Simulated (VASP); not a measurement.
Crystal: W.

```xyz
1
Lattice="-1.5823 1.5823 1.5823 1.5823 -1.5823 1.5823 1.5823 1.5823 -1.5823" Properties=species:S:1:pos:R:3 pbc="T T T"
W     0.0000    0.0000    0.0000
```

```yaml
Program: VASP 6.6.1
Task: relaxation of cell and atoms
Functional: PBE
Potentials_or_basis: VASP PAW PBE potentials, release 64 (W_sv)
Cutoff: 700 eV
k_mesh: 18 × 18 × 18
Occupations: gaussian, width 0.1 eV
Spin: no spin polarisation
```

At the start: pressure 6.3 GPa; volume 15.85 Å³/atom.

Task: How do energy, volume and symmetry change on relaxing?

Result: Over 4 steps the energy falls by 6.1 meV/atom and the volume is 16.16 Å³/atom (+2.0 %); space group Im-3m (No. 229, to 0.05 Å).

The path:
| step | energy change (eV) | largest force (eV/Å) | pressure (GPa) | volume (Å³) |
| --- | --- | --- | --- | --- |
| 1 | 0.0000 | 0.0000 | 6.32 | 15.85 |
| 2 | 0.0644 | 0.0000 | -18.25 | 17.33 |
| 3 | -0.0061 | 0.0000 | -0.19 | 16.17 |
| 4 | -0.0061 | 0.0000 | 0.00 | 16.16 |

Final structure:
```cif
data_structure
_symmetry_space_group_name_H-M 'P 1'
_symmetry_Int_Tables_number 1
_cell_length_a 2.7588
_cell_length_b 2.7588
_cell_length_c 2.7588
_cell_angle_alpha 109.471
_cell_angle_beta 109.471
_cell_angle_gamma 109.471
_cell_volume 16.16
loop_
_atom_site_label
_atom_site_type_symbol
_atom_site_fract_x
_atom_site_fract_y
_atom_site_fract_z
_atom_site_occupancy
W1 W 0.00000 0.00000 0.00000 1
```
